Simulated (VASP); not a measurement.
Given:

```xyz
4
Lattice="2.1767 -3.7439 0.0000 2.1767 3.7439 0.0000 0.0000 0.0000 4.4759" Properties=species:S:1:pos:R:3 pbc="T T T"
Ga     2.1767     2.5775     4.1014
Ga     2.1767     1.1663     1.8635
Ga     2.1767    -1.1663     2.6125
Ga     2.1767    -2.5775     0.3745
```

Method: LDA (Ceperley-Alder, Perdew-Zunger), VASP's LDA PAW potentials (set 64) (plane waves; VASP). Settings: 400 eV cut-off, 9×9×8 Γ-centred mesh, tetrahedra with Blöchl corrections, potentials Ga_d.

Question: The job: Ga (alpha), 4 atoms, LDA, static run, 400 eV, 9×9×8 Γ-centred mesh. Roughly how much core time does it take on a busy server core?

Answer: About 80 core-seconds (one run on a shared machine, a rough figure). It had 125 irreducible k-points, 31 bands, up to 1342 plane waves and 15 electronic steps.

The compound is Ga in the alpha structure. It was relaxed first, which changed the volume by -7 %.
